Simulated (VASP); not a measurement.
These are optB86b-vdW, VASP's PBE PAW potentials (set 64) (plane waves; VASP 6.6.1) values and carry that method's errors.

A VASP calculation is set up with these files.

File POSCAR:
```
Si
1
    0.0000000000     2.7155000000     2.7155000000
    2.7155000000     0.0000000000     2.7155000000
    2.7155000000     2.7155000000     0.0000000000
Si
2
Direct
  0.0000000000   0.0000000000   0.0000000000
  0.2500000000   0.2500000000   0.2500000000
```

**KPOINTS**
```
Automatic mesh
0
Gamma
8 8 8
0 0 0
```

### INCAR
```
! general
SYSTEM  =Si
PREC    =Accurate
ENCUT   =520
LREAL   =.FALSE.
LASPH   =.TRUE.

! electronic loop
EDIFF   =1E-6
NELM    =100
ALGO    =Normal

! smearing
ISMEAR  =0
SIGMA   =0.05

! functional
GGA     =MK
LUSE_VDW=.TRUE.
AGGAC   =0.0
PARAM1  =0.1234
PARAM2  =1.0

! ions
IBRION  =2
NSW     =60
ISIF    =3
EDIFFG  =-0.01

! output
LWAVE   =.FALSE.
LCHARG  =.FALSE.
```

POTCAR, in this order: Si (PBE.64 set). Program: vasp_std.

Output of the run:

File OUTCAR:
```
 ion  position               nearest neighbor table
   1  0.000  0.000  0.000-   2 2.35   2 2.35   2 2.35   2 2.35
   2  0.250  0.250  0.250-   1 2.35   1 2.35   1 2.35   1 2.35
  LATTYP: Found a face centered cubic cell.
 ALAT       =     5.4310000000
 Subroutine PRICEL returns:
 Original cell was already a primitive cell.
 Subroutine GETGRP returns: Found 48 space group operations
The static configuration has the point symmetry T_d .
 The point group associated with its full space group is O_h .
The dynamic configuration has the point symmetry T_d .
 Subroutine INISYM returns: Found 48 space group operations
 Subroutine IBZKPT returns following result:
 Found     29 irreducible k-points:

 Following reciprocal coordinates:
            Coordinates               Weight
  0.000000  0.000000  0.000000      1.000000
  0.125000  0.000000  0.000000      8.000000
  0.250000  0.000000  0.000000      8.000000
  0.375000  0.000000  0.000000      8.000000
  0.500000  0.000000  0.000000      4.000000
  0.125000  0.125000  0.000000      6.000000
  0.250000  0.125000  0.000000     24.000000
  0.375000  0.125000  0.000000     24.000000
  0.500000  0.125000  0.000000     24.000000
 -0.375000  0.125000  0.000000     24.000000
 -0.250000  0.125000  0.000000     24.000000
 -0.125000  0.125000  0.000000     12.000000
  0.250000  0.250000  0.000000      6.000000
  0.375000  0.250000  0.000000     24.000000
  0.500000  0.250000  0.000000     24.000000
 -0.375000  0.250000  0.000000     24.000000
 -0.250000  0.250000  0.000000     12.000000
  0.375000  0.375000  0.000000      6.000000
  0.500000  0.375000  0.000000     24.000000
 -0.375000  0.375000  0.000000     12.000000
  0.500000  0.500000  0.000000      3.000000
  0.375000  0.250000  0.125000     24.000000
  0.500000  0.250000  0.125000     48.000000
...
```

### OSZICAR
```
       N       E                     dE             d eps       ncg     rms          rms(c)
DAV:   1     0.884876570967E+01    0.88488E+01   -0.31693E+03   464   0.759E+02
DAV:   2    -0.848362397667E+01   -0.17332E+02   -0.16205E+02   728   0.818E+01
DAV:   3    -0.875631742004E+01   -0.27269E+00   -0.27269E+00   592   0.124E+01
DAV:   4    -0.875768544500E+01   -0.13680E-02   -0.13680E-02   728   0.911E-01
DAV:   5    -0.875769225936E+01   -0.68144E-05   -0.68144E-05   624   0.353E-02    0.466E+00
DAV:   6    -0.865421698018E+01    0.10348E+00   -0.87359E-02   576   0.157E+00    0.290E+00
DAV:   7    -0.860656458028E+01    0.47652E-01   -0.18293E-01   576   0.233E+00    0.237E-01
DAV:   8    -0.860728787703E+01   -0.72330E-03   -0.52609E-03   576   0.516E-01    0.646E-02
DAV:   9    -0.860732061310E+01   -0.32736E-04   -0.19870E-04   632   0.102E-01    0.589E-02
DAV:  10    -0.860734950877E+01   -0.28896E-04   -0.60544E-05   544   0.617E-02    0.336E-02
DAV:  11    -0.860734922800E+01    0.28076E-06   -0.10373E-06   632   0.869E-03
   1 F= -.86073492E+01 E0= -.86073492E+01  d E =-.860735E+01
       N       E                     dE             d eps       ncg     rms          rms(c)
DAV:   1    -0.861140115883E+01   -0.40517E-02   -0.11292E-01   560   0.191E+00    0.312E-01
DAV:   2    -0.860944718056E+01    0.19540E-02   -0.17796E-03   568   0.289E-01    0.192E-01
DAV:   3    -0.860845483322E+01    0.99235E-03   -0.22604E-03   552   0.239E-01    0.561E-02
DAV:   4    -0.860845476313E+01    0.70099E-07   -0.23683E-05   608   0.431E-02    0.474E-02
DAV:   5    -0.860844943355E+01    0.53296E-05   -0.45188E-06   568   0.176E-02    0.588E-03
DAV:   6    -0.860844961342E+01   -0.17987E-06   -0.48485E-08   280   0.227E-03
   2 F= -.86084496E+01 E0= -.86084496E+01  d E =-.110039E-02
       N       E                     dE             d eps       ncg     rms          rms(c)
DAV:   1    -0.860995880236E+01   -0.15094E-02   -0.19468E-02   560   0.797E-01    0.131E-01
DAV:   2    -0.860962634028E+01    0.33246E-03   -0.30467E-04   568   0.119E-01    0.799E-02
DAV:   3    -0.860946350499E+01    0.16284E-03   -0.38606E-04   552   0.987E-02    0.236E-02
DAV:   4    -0.860946409543E+01   -0.59044E-06   -0.40336E-06   592   0.179E-02
   3 F= -.86094641E+01 E0= -.86094641E+01  d E =-.211487E-02
```

OUTCAR:
```
------------------------ aborting loop because EDIFF is reached ----------------------------------------
  FORCE on cell =-STRESS in cart. coord.  units (eV):
  Direction    XX          YY          ZZ          XY          YZ          ZX
  --------------------------------------------------------------------------------------
  Total        0.0009034      0.0009034      0.0009034      0.0000000     -0.0000000      0.0000000
  in kB        0.0356604      0.0356604      0.0356604      0.0000000     -0.0000000      0.0000000
  external PRESSURE =       0.0356604 kB  Pullay stress =       0.0000000 kB
  volume of cell :       40.59
      direct lattice vectors                 reciprocal lattice vectors
    -0.000000000  2.727698244  2.727698244    -0.183304734  0.183304734  0.183304734
     2.727698244  0.000000000  2.727698244     0.183304734 -0.183304734  0.183304734
     2.727698244  2.727698244  0.000000000     0.183304734  0.183304734 -0.183304734
 POSITION                                       TOTAL-FORCE (eV/Angst)
 -----------------------------------------------------------------------------------
      0.00000      0.00000      0.00000         0.000000      0.000000     -0.000000
      1.36385      1.36385      1.36385        -0.000000     -0.000000      0.000000
 -----------------------------------------------------------------------------------
    total drift:                               -0.000000     -0.000000     -0.000000
  FREE ENERGIE OF THE ION-ELECTRON SYSTEM (eV)
  ---------------------------------------------------
  free  energy   TOTEN  =        -8.6094640954 eV

  energy  without entropy=       -8.6094640954  energy(sigma->0) =       -8.60946410

 reached required accuracy - stopping structural energy minimisation
```
(Selected blocks of OUTCAR.)

File CONTCAR:
```
Si
   1.00000000000000
    -0.0000000000000000    2.7276982438760484    2.7276982438760484
     2.7276982438760484    0.0000000000000000    2.7276982438760484
     2.7276982438760484    2.7276982438760484    0.0000000000000000
  Si
     2
Direct
     0.0000000000000000    0.0000000000000000    0.0000000000000000
     0.2500000000000000    0.2500000000000000    0.2500000000000000
```

The compound is Si in the diamond structure. This run relaxes it. Symmetry was kept, so distortions that lower it aren't found.
